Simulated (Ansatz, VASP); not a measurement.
One calculation of NaCu, two programs

```
Na Cu
1.0
     2.86050    0.00000    0.00000
    -1.43025    2.47727    0.00000
     0.00000    0.00000    4.99040
Na Cu
1 1
Cartesian
  0.0000 1.6515 2.4952
  0.0000 0.0000 0.0000
```

Alike in both runs: functional PBE; k mesh 18 × 18 × 8; occupations gaussian, width 0.1 eV; no spin polarisation.

Ansatz relaxed the structure, and its values are those at the end. VASP's run is a single point on that final structure, the one shown.

|  | VASP | Ansatz |
| --- | --- | --- |
| version | VASP 6.6.1 | Ansatz 0.2.0 |
| potentials or method | VASP PAW PBE potentials, release 64 (Na_pv, Cu) | scalar-relativistic, plane waves, PAW |
| plane-wave cutoff (eV) | 520 | 420 |
| valence electrons in the cell | 18 | 28 |

|  | VASP | Ansatz | Ansatz less VASP |
| --- | --- | --- | --- |
| gap on the k mesh at the Fermi level (eV) | none | none | - |
| pressure (GPa) | 0.1 | 0.0 | -0.09 |

A gap of «none» marks a metal or a gap that the smearing closes. With one functional, cell and mesh, what is left measures potentials, basis and numerics. The two sets of potentials don't hold the same shells in valence.
